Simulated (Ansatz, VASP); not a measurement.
# One calculation of PC3, two programs

Contents of INCAR:

```
SYSTEM = PC3
ALGO = Normal
EDIFF = 1E-7
ENCUT = 520
GGA = PE
ISIF = 2
ISMEAR = 0
ISPIN = 2
LASPH = .TRUE.
LCHARG = .FALSE.
LORBIT = 11
LREAL = .FALSE.
LWAVE = .FALSE.
MAGMOM = 0 0 1 1 1 1 1 1
NBANDS = 31
NELM = 150
PREC = Accurate
SIGMA = 0.1
```

Contents of KPOINTS:

```
k-points
0
G
  4 4 4
  0 0 0
```

Contents of POSCAR:

```
PC3
1.0
    4.5576712800      0.0000000000      0.0000000000
    0.0000000000      4.5576712800      0.0000000000
    0.0000000000      0.0000000000      4.5576712800
P C
2 6
Direct
    0.0000000000      0.0000000000      0.0000000000
    0.5000000000      0.5000000000      0.5000000000
    0.2500000000      0.0000000000      0.5000000000
    0.5000000000      0.7500000000      0.0000000000
    0.7500000000      0.0000000000      0.5000000000
    0.5000000000      0.2500000000      0.0000000000
    0.0000000000      0.5000000000      0.7500000000
    0.0000000000      0.5000000000      0.2500000000
```

Input for Ansatz:

```yaml
crystal:
  lattice:
    - [4.55767128, 0.0, 0.0]
    - [0.0, 4.55767128, 0.0]
    - [0.0, 0.0, 4.55767128]
  atoms:
    - { symbol: P, position: [0.0, 0.0, 0.0] }
    - { symbol: P, position: [0.5, 0.5, 0.5] }
    - { symbol: C, position: [0.25, 0.0, 0.5], spin: 1.0 }
    - { symbol: C, position: [0.5, 0.75, 0.0], spin: 1.0 }
    - { symbol: C, position: [0.75, 0.0, 0.5], spin: 1.0 }
    - { symbol: C, position: [0.5, 0.25, 0.0], spin: 1.0 }
    - { symbol: C, position: [0.0, 0.5, 0.75], spin: 1.0 }
    - { symbol: C, position: [0.0, 0.5, 0.25], spin: 1.0 }
basis:
  ecutwfc: 420
kpoints:
  mp_grid: { grid: [4, 4, 4] }
hamiltonian:
  xc: pbe
scf:
  occupations: { method: gaussian, width: 0.1 }
  lower_state_search: "off"
output:
  forces: true
  stress: true
  eigenvalues: true
  populations: true
magnetization:
  spin_polarized: true
```

Change from the starting cell: species swapped into the SnMo3 type (Pm-3n, No. 223).

Alike in both runs: task single point; functional PBE; k mesh 4 × 4 × 4; occupations gaussian, width 0.1 eV; collinear spin.

```csv
,VASP,Ansatz
version,VASP 6.6.1,Ansatz 0.2.0
potentials or method,"VASP PAW PBE potentials, release 64 (P, C)","scalar-relativistic, plane waves, PAW"
plane-wave cutoff (eV),520,420
valence electrons in the cell,34,34
```

```csv
,VASP,Ansatz,Ansatz less VASP
gap on the k mesh at the Fermi level (eV),none,none,-
pressure (GPa),-24.0,-24.0,+0.03
net moment per atom (μB),0.00,0.00,0.000
```

A gap of «none» marks a metal or a gap that the smearing closes. The functional is the same, so the differences come from potentials, cutoffs and numerics. Ansatz warned: «seeded_moment_not_kept».

Caveats: so large a pressure means that the cell lies far from this level's equilibrium, or that cutoff or potentials fall short (VASP).
